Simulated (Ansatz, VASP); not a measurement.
# BAs: VASP beside Ansatz, part 3 of 3

Aim: how closely do two programs agree when they are given the same cell, functional and k mesh? The cell is taken from a series of runs on this material, whose earlier steps may have relaxed, scaled, displaced or heated it; both programs get it as it stands.

VASP 6.6.1 and Ansatz 0.2.0.

So far. Step 5 (VASP: single point, r2SCAN, spin-orbit coupling, pair 2): The run ends at a pressure of 4.53 GPa, with forces up to 0.0038 eV/Å.

### 8. Ansatz: single point, r2SCAN, spin-orbit coupling, pair 3

Level of this step: Ansatz beside VASP: Kohn-Sham DFT, plane waves, r2SCAN, spin-orbit coupling (Ansatz).

A single point takes one fixed geometry, so differences don't come from the geometry; what else differs is listed under the comparison. The cell compared in this pair holds 26.86 Å³, against 26.62 Å³ for the pair before.

The cell is taken from a series of runs on this material, whose earlier steps may have relaxed, scaled, displaced or heated it; both programs get it as it stands.

The input, input.yaml:

```yaml
crystal:
  lattice:
    - [0.0193117102, 2.3866134467, 2.3866134467]
    - [2.3866134467, 0.0193117102, 2.3866134467]
    - [2.3866134467, 2.3866134467, 0.0193117102]
  atoms:
    - { symbol: B, position: [-0.0003417778, -0.0003417778, -0.0003417778] }
    - { symbol: As, position: [0.7503417778, 0.7503417778, 0.7503417778] }
kpoints:
  mp_grid: { grid: [8, 8, 8] }
hamiltonian:
  xc: r2scan
  pseudopotentials: { kind: paw_fr, azcp: { folder: soft_1 } }
scf:
  occupations: { method: gaussian, width: 0.01 }
  n_extra_bands: 16
output:
  eigenvalues: true
  eigenstates:
    kpoints:
      - [-0.000862997, 0.398959366, 0.398959366]
      - [-0.000838408, 0.401998097, 0.401998097]
      - [0.002175734, 0.398983955, 0.401998097]
      - [0.002175734, 0.401998097, 0.398983955]
      - [0.001303097, 0.40112546, 0.40325678]
      - [-0.002994317, 0.401090687, 0.398959366]
      - [0.001303097, 0.40325678, 0.40112546]
      - [-0.002994317, 0.398959366, 0.401090687]
      - [0.003434417, 0.40112546, 0.40112546]
      - [-0.000862997, 0.396828046, 0.401090687]
      - [0.002660023, 0.402482386, 0.402482386]
      - [-0.000848801, 0.398973562, 0.402453994]
      - [-0.000848801, 0.402453994, 0.398973562]
      - [0.002631631, 0.398973562, 0.398973562]
      - [-0.000887585, 0.395920636, 0.395920636]
      - [-0.003901727, 0.398934778, 0.395920636]
      - [-0.003901727, 0.395920636, 0.398934778]
      - [-0.00302909, 0.396793273, 0.394661952]
      - [0.001268324, 0.396828046, 0.398959366]
      - [-0.00302909, 0.394661952, 0.396793273]
      - [0.001268324, 0.398959366, 0.396828046]
      - [-0.005160411, 0.396793273, 0.396793273]
      - [-0.000862997, 0.401090687, 0.396828046]
      - [-0.004386017, 0.395436346, 0.395436346]
      - [-0.000877193, 0.39894517, 0.395464739]
      - [-0.000877193, 0.395464739, 0.39894517]
      - [-0.004357625, 0.39894517, 0.39894517]
      - [-0.00077079, 0.410354606, 0.410354606]
      - [0.010532243, 0.399051573, 0.410354606]
      - [0.010532243, 0.410354606, 0.399051573]
      - [0.007259854, 0.407082218, 0.415074669]
      - [-0.008855448, 0.406951818, 0.398959366]
      - [0.007259854, 0.415074669, 0.407082218]
      - [-0.008855448, 0.398959366, 0.406951818]
      - [0.015252306, 0.407082218, 0.407082218]
      - [-0.000862997, 0.390966915, 0.406951818]
      - [0.012348328, 0.412170691, 0.412170691]
      - [-0.000809761, 0.399012602, 0.41206422]
      - [-0.000809761, 0.41206422, 0.399012602]
      - [0.012241857, 0.399012602, 0.399012602]
      - [-0.000955203, 0.387564127, 0.387564127]
      - [-0.012258237, 0.39886716, 0.387564127]
      - [-0.012258237, 0.387564127, 0.39886716]
      - [-0.008985848, 0.390836515, 0.382844064]
      - [0.007129455, 0.390966915, 0.398959366]
      - [-0.008985848, 0.382844064, 0.390836515]
      - [0.007129455, 0.398959366, 0.390966915]
      - [-0.016978299, 0.390836515, 0.390836515]
      - [-0.000862997, 0.406951818, 0.390966915]
      - [-0.014074322, 0.385748041, 0.385748041]
      - [-0.000916232, 0.398906131, 0.385854512]
      - [-0.000916232, 0.385854512, 0.398906131]
      - [-0.013967851, 0.398906131, 0.398906131]
      - [0.0, 0.0, 0.0]
      - [2.4588e-05, 0.003038731, 0.003038731]
      - [0.003038731, 2.4588e-05, 0.003038731]
      - [0.003038731, 0.003038731, 2.4588e-05]
      - [0.002166094, 0.002166094, 0.004297414]
      - [-0.00213132, 0.00213132, 0.0]
      - [0.002166094, 0.004297414, 0.002166094]
      - [-0.00213132, 0.0, 0.00213132]
      - [0.004297414, 0.002166094, 0.002166094]
      - [0.0, -0.00213132, 0.00213132]
      - [0.00352302, 0.00352302, 0.00352302]
      - [1.4196e-05, 1.4196e-05, 0.003494628]
      - [1.4196e-05, 0.003494628, 1.4196e-05]
      - [0.003494628, 1.4196e-05, 1.4196e-05]
      - [-2.4588e-05, -0.003038731, -0.003038731]
      - [-0.003038731, -2.4588e-05, -0.003038731]
      - [-0.003038731, -0.003038731, -2.4588e-05]
      - [-0.002166094, -0.002166094, -0.004297414]
      - [0.00213132, -0.00213132, 0.0]
      - [-0.002166094, -0.004297414, -0.002166094]
      - [0.00213132, 0.0, -0.00213132]
      - [-0.004297414, -0.002166094, -0.002166094]
      - [0.0, 0.00213132, -0.00213132]
      - [-0.00352302, -0.00352302, -0.00352302]
      - [-1.4196e-05, -1.4196e-05, -0.003494628]
      - [-1.4196e-05, -0.003494628, -1.4196e-05]
      - [-0.003494628, -1.4196e-05, -1.4196e-05]
      - [9.2207e-05, 0.01139524, 0.01139524]
      - [0.01139524, 9.2207e-05, 0.01139524]
      - [0.01139524, 0.01139524, 9.2207e-05]
      - [0.008122851, 0.008122851, 0.016115303]
      - [-0.007992451, 0.007992451, 0.0]
      - [0.008122851, 0.016115303, 0.008122851]
      - [-0.007992451, 0.0, 0.007992451]
      - [0.016115303, 0.008122851, 0.008122851]
      - [0.0, -0.007992451, 0.007992451]
      - [0.013211325, 0.013211325, 0.013211325]
      - [5.3236e-05, 5.3236e-05, 0.013104854]
      - [5.3236e-05, 0.013104854, 5.3236e-05]
      - [0.013104854, 5.3236e-05, 5.3236e-05]
      - [-9.2207e-05, -0.01139524, -0.01139524]
      - [-0.01139524, -9.2207e-05, -0.01139524]
      - [-0.01139524, -0.01139524, -9.2207e-05]
      - [-0.008122851, -0.008122851, -0.016115303]
      - [0.007992451, -0.007992451, 0.0]
      - [-0.008122851, -0.016115303, -0.008122851]
      - [0.007992451, 0.0, -0.007992451]
      - [-0.016115303, -0.008122851, -0.008122851]
      - [0.0, 0.007992451, -0.007992451]
      - [-0.013211325, -0.013211325, -0.013211325]
      - [-5.3236e-05, -5.3236e-05, -0.013104854]
      - [-5.3236e-05, -0.013104854, -5.3236e-05]
      - [-0.013104854, -5.3236e-05, -5.3236e-05]
magnetization:
  noncollinear: true
  spin_orbit: true
checkpoint:
  read: start.run
  write: ck
  compress: false
  write_wavefunctions: false
  write_every: 100000
```

Started as:

```console
$ ansatz run input.yaml --threads 4 --pin off --max-ram 9216MiB --backend cpu --events-out ev --progress --plain --runs-dir out
```

Numbers of over 12 decimals in the logs are rounded to 6 here.

Log:

```text
[...]
Crystal: 2 atoms, lattice volume = 26.858 Å³
Basis set: ecut = 500 eV, 677 PW (Γ), exchange–correlation on 100×100×100 points (64 copies of the dense FFT grid, shifted against one another)
Bands: 34, of which v1, the nominal top of the filled ones, is band 18 counted from 1 (17 counted from 0)
Symmetry: 6 space group operations + 6 with time reversal
[...]
k-point 0: bands = [... 14 lower, 10.8873, 10.8873, 10.9445, 10.9445, 14.1063, 14.1063, 14.3455, 14.3455, ... 12 higher]
  k-point 1: bands = [... 14 lower, 10.2667, 10.2709, 10.4274, 10.4298, 14.4702, 14.5164, 14.8039, 14.8660, ... 12 higher]
  k-point 2: bands = [... 14 lower, 9.4953, 9.4963, 9.6503, 9.6525, 14.2145, 14.2212, 15.6860, 15.6986, ... 12 higher]
  k-point 64: bands = [... 14 lower, 8.8877, 8.8877, 9.0340, 9.0340, 14.0708, 14.0708, 15.9495, 15.9495, ... 12 higher]
[key lines of the parts left out:]
SCF converged after 2 iterations
Magnetization: |M| = 0.0000 μB,  M = (+0.0000, +0.0000, +0.0000) μB
Free energy (F): -5018.336904 eV
Fermi energy:    11.575257 eV
```

### 9. VASP: single point, r2SCAN, spin-orbit coupling, pair 3

The same cell, functional, mesh and smearing now go to VASP, with its own data sets.

The input, INCAR:

```
SYSTEM = BAs
PREC = Accurate
ENCUT = 460
EDIFF = 1E-06
NELM = 200
ISMEAR = 0
SIGMA = 0.01
LREAL = .FALSE.
ALGO = Normal
METAGGA = R2SCAN
LASPH = .TRUE.
LNONCOLLINEAR = .TRUE.
MAGMOM = 0 0 0 0 0 0
NBANDS = 20
GGA_COMPAT = .FALSE.
LSORBIT = .TRUE.
LORBIT = 11
LWAVE = .FALSE.
LCHARG = .FALSE.
ISIF = 2
EFERMI = MIDGAP
LMIXTAU = .TRUE.
KPAR = 2
```

The input, POSCAR:

```
BAs
1.0
    0.0193117102      2.3866134467      2.3866134467
    2.3866134467      0.0193117102      2.3866134467
    2.3866134467      2.3866134467      0.0193117102
B As
1 1
Direct
    0.9996582222      0.9996582222      0.9996582222
    0.7503417778      0.7503417778      0.7503417778
```

The input, KPOINTS:

```
Automatic mesh
0
Gamma
8 8 8
0 0 0
```

Potentials, in the order of the species: B and As (PBE family, release 64).

Started as:

```console
$ mpirun -np 2 vasp_ncl
```

Log:

```text
[... set-up lines as in an earlier step ...]
 entering main loop
       N       E                     dE             d eps       ncg     rms          rms(c)
DAV:   1     0.521199042198E+01    0.52120E+01   -0.31385E+03  4800   0.662E+02
DAV:   2    -0.226384248129E+02   -0.27850E+02   -0.25613E+02  6536   0.130E+02
DAV:   3    -0.238623617233E+02   -0.12239E+01   -0.12100E+01  5864   0.237E+01
DAV:   4    -0.238671441913E+02   -0.47825E-02   -0.47814E-02  5728   0.170E+00
[...]
DAV:  16    -0.222548022199E+02    0.11040E-05   -0.32163E-07  4128   0.612E-03    0.158E-03
DAV:  17    -0.222548032963E+02   -0.10764E-05   -0.49725E-07  4148   0.717E-03    0.259E-04
DAV:  18    -0.222548033137E+02   -0.17414E-07   -0.38500E-08  2748   0.184E-03
   1 F= -.22254803E+02 E0= -.22254803E+02  d E =0.000000E+00  mag=     0.0000     0.0000     0.0000
```

From OUTCAR (step 9):

```text
  Total        0.5168333      0.5168333      0.5168333     -0.2236983     -0.2236983     -0.2236983
  in kB       30.8310445     30.8310445     30.8310445    -13.3444416    -13.3444416    -13.3444416
  external PRESSURE =      30.8310445 kB  Pullay stress =       0.0000000 kB

 POSITION                                       TOTAL-FORCE (eV/Angst)
 -----------------------------------------------------------------------------------
      4.79090      4.79090      4.79090        -0.001433     -0.001433     -0.001433
      3.59604      3.59604      3.59604         0.001433      0.001433      0.001433
 -----------------------------------------------------------------------------------
    total drift:                                0.000078      0.000078      0.000078

  FREE ENERGIE OF THE ION-ELECTRON SYSTEM (eV)
  ---------------------------------------------------
  free  energy   TOTEN  =       -22.2548033137 eV

  energy  without entropy=      -22.2548033137  energy(sigma->0) =      -22.25480331

 magnetization (x)
# of ion       s       p       d       tot
------------------------------------------
    1        0.000   0.000   0.000   0.000
    2        0.000   0.000   0.000   0.000
--------------------------------------------------
tot          0.000   0.000   0.000   0.000

 magnetization (y)
# of ion       s       p       d       tot
------------------------------------------
    1        0.000  -0.000   0.000  -0.000
    2        0.000  -0.000   0.000  -0.000
--------------------------------------------------
tot          0.000  -0.000   0.000  -0.000

 magnetization (z)
# of ion       s       p       d       tot
------------------------------------------
    1        0.000   0.000   0.000   0.000
    2        0.000  -0.000   0.000  -0.000
--------------------------------------------------
tot          0.000  -0.000   0.000  -0.000

[... 1 part as in an earlier step ...]

[... 2 further parts left out ...]
[key lines of the parts left out:]
E-fermi :   6.9204
```

The run ends at a pressure of 3.08 GPa, with forces up to 0.0025 eV/Å.

### 10. Comparison

What differs besides the data sets and the points named for the pairs above, as far as they apply: the data sets hold 18 valence electrons in Ansatz (on its PAW fully relativistic soft_1 files) and 8 in VASP. Total energies have different zeros and are not compared.

The two programs side by side:

| quantity | Ansatz | VASP | difference |
| --- | --- | --- | --- |
| gap on the k mesh (eV) | 1.262 | 1.261 | +0.001 |

A gap on the mesh is an upper bound, since the band edges may lie between its points.

### 11. Results

```json
{
 "difference in gap on the k mesh (single point, r2SCAN, spin-orbit coupling, pair 1)": "0.0017 eV",
 "difference in gap on the k mesh (single point, r2SCAN, spin-orbit coupling, pair 2)": "0.0013 eV",
 "difference in gap on the k mesh (single point, r2SCAN, spin-orbit coupling, pair 3)": "9.4e-4 eV"
}
```

**Reading.** The difference in gap on the k mesh is 0.0017 eV (single point, r2SCAN, spin-orbit coupling, pair 1), within the 0.08 eV picked in this series as the mark of a large difference. The data sets hold unlike numbers of valence electrons (18 in Ansatz and 8 in VASP), so part of the differences may come from the potentials. 4 further pairs of this series are not shown here. Such differences can come from data sets, numerical settings and the points named under the comparisons, not from the functional's error against experiment.

[Lines on the potential files, build, host, timing and source positions are cut from VASP's logs without a mark.]

[Logs are printed without paths, hosts, clocks, repeated set-up lines and the standing remarks that a program may print on its own settings, such as how far it seeks lower states.]

[Hosts, paths, dates, database ids (printed as entryN), source tags and the programs' standing remarks are cut or masked in the printed files.]
